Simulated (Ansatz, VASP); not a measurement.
# TePd: VASP beside Ansatz

```xyz
4
Lattice="4.1521 0.0000 0.0000 -2.0760 3.5958 0.0000 0.0000 0.0000 5.6719" Properties=species:S:1:pos:R:3 pbc="T T T"
Te    0.0000    2.3972    1.4180
Te    2.0760    1.1986    4.2539
Pd    0.0000    0.0000    0.0000
Pd    0.0000    0.0000    2.8359
```

Alike in both runs: task single point; functional LDA; k mesh 5 × 5 × 4; occupations gaussian, width 0.05 eV; collinear spin; Hubbard terms Pd d U = 6.0 eV.

|  | VASP | Ansatz |
| --- | --- | --- |
| version | VASP 6.6.1 | Ansatz 0.2.0 |
| potentials or method | VASP PAW LDA potentials, release 64 (Te, Pd) | scalar-relativistic, plane waves, PAW |
| plane-wave cutoff (eV) | 520 | 420 |
| valence electrons in the cell | 32 | 68 |

```csv
,VASP,Ansatz,Ansatz less VASP
gap on the k mesh at the Fermi level (eV),none,none,-
pressure (GPa),-10.2,-3.6,+6.63
largest component of the traceless stress (GPa),0.83,2.01,+1.178
net moment per atom (μB),0.00,0.00,0.000
```

The programs project onto different local orbitals, so the same U acts differently. A gap of «none» marks a metal or a gap that the smearing closes. The two sets of potentials don't hold the same shells in valence. Ansatz warned: «filled_band_counts_differ_across_k_points».

Caveats: the U is typed as a test and isn't derived for this compound. The state reached can hang on the start; a lower one may exist. The runs have no spin-orbit coupling, so splittings on Te are missing.
